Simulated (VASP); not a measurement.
A convergence study with VASP on Fe (bcc): a few settings are varied, all else stays as given below, so the limit is that of these other settings.

```xyz
1
Lattice="-1.4350 1.4350 1.4350 1.4350 -1.4350 1.4350 1.4350 1.4350 -1.4350" Properties=species:S:1:pos:R:3 pbc="T T T"
Fe     0.0000     0.0000     0.0000
```
Starting moments (μB, in the order of the record's atoms Fe): 2.5.

Method: PBE GGA, VASP's PBE PAW potentials (set 64) (plane waves; VASP). The last row used: 550 eV cut-off, 26×26×26 Γ-centred mesh, second-order Methfessel-Paxton smearing of 0.40 eV, potentials Fe.

```
setting                                   E (eV/atom)  pressure (GPa)  moment (μB)  irreducible k-points
----------------------------------------  -----------  --------------  -----------  --------------------
ISMEAR = -1, SIGMA = 0.01, 10×10×10 mesh      -8.2324           -8.98        2.144                    47
ISMEAR = -1, SIGMA = 0.2, 10×10×10 mesh       -8.2291           -6.38        2.228                    47
ISMEAR = 0, SIGMA = 0.01, 10×10×10 mesh       -8.2324           -8.98        2.144                    47
ISMEAR = 0, SIGMA = 0.2, 10×10×10 mesh        -8.2341           -8.24        2.180                    47
ISMEAR = 1, SIGMA = 0.01, 10×10×10 mesh       -8.2324           -8.98        2.144                    47
ISMEAR = 1, SIGMA = 0.2, 10×10×10 mesh        -8.2337           -8.94        2.149                    47
ISMEAR = 2, SIGMA = 0.01, 10×10×10 mesh       -8.2323           -8.98        2.144                    47
ISMEAR = 2, SIGMA = 0.2, 10×10×10 mesh        -8.2332           -9.04        2.140                    47
ISMEAR = -1, SIGMA = 0.05, 20×20×20 mesh      -8.2324             ___        2.258                   256
ISMEAR = -1, SIGMA = 0.2, 20×20×20 mesh       -8.2292           -6.02        2.246                   256
ISMEAR = 0, SIGMA = 0.05, 20×20×20 mesh       -8.2322           -6.98        2.258                   256
ISMEAR = 0, SIGMA = 0.2, 20×20×20 mesh        -8.2324           -6.84        2.256                   256
ISMEAR = 1, SIGMA = 0.05, 20×20×20 mesh       -8.2322           -7.02        2.257                   256
ISMEAR = 1, SIGMA = 0.2, 20×20×20 mesh        -8.2326           -7.02        2.256                   256
ISMEAR = 2, SIGMA = 0.05, 20×20×20 mesh       -8.2322           -7.02        2.257                   256
ISMEAR = 2, SIGMA = 0.2, 20×20×20 mesh        -8.2326           -6.92        2.261                   256
ISMEAR = -1, SIGMA = 0.05, 26×26×26 mesh      -8.2312           -7.09        2.247                   511
ISMEAR = -1, SIGMA = 0.4, 26×26×26 mesh       -8.1744           -5.71        1.983                   511
ISMEAR = 0, SIGMA = 0.05, 26×26×26 mesh       -8.2311           -7.16        2.245                   511
ISMEAR = 0, SIGMA = 0.4, 26×26×26 mesh        -8.2322           -6.37        2.255                   511
ISMEAR = 1, SIGMA = 0.05, 26×26×26 mesh       -8.2311           -7.16        2.246                   511
ISMEAR = 1, SIGMA = 0.4, 26×26×26 mesh        -8.2326           -7.35        2.241                   511
ISMEAR = 2, SIGMA = 0.05, 26×26×26 mesh       -8.2311           -7.16        2.245                   511
ISMEAR = 2, SIGMA = 0.4, 26×26×26 mesh            ___             ___          ___                   511
```

Question: Some entries are withheld; supply them.

Answer: 
- ISMEAR = -1, SIGMA = 0.05, 20×20×20 mesh, pressure (GPa): -6.89
- ISMEAR = 2, SIGMA = 0.4, 26×26×26 mesh, E (eV/atom): -8.2315
- ISMEAR = 2, SIGMA = 0.4, 26×26×26 mesh, pressure (GPa): -7.32
- ISMEAR = 2, SIGMA = 0.4, 26×26×26 mesh, moment (μB): 2.238

Left out are rungs that failed or repeat a setting and relaxations that didn't move; long series are thinned to 24 rows.

The compound is Fe in the bcc structure. The cell was not relaxed at this level. The spin order is the one that the start imposed; others were not tried in this run.
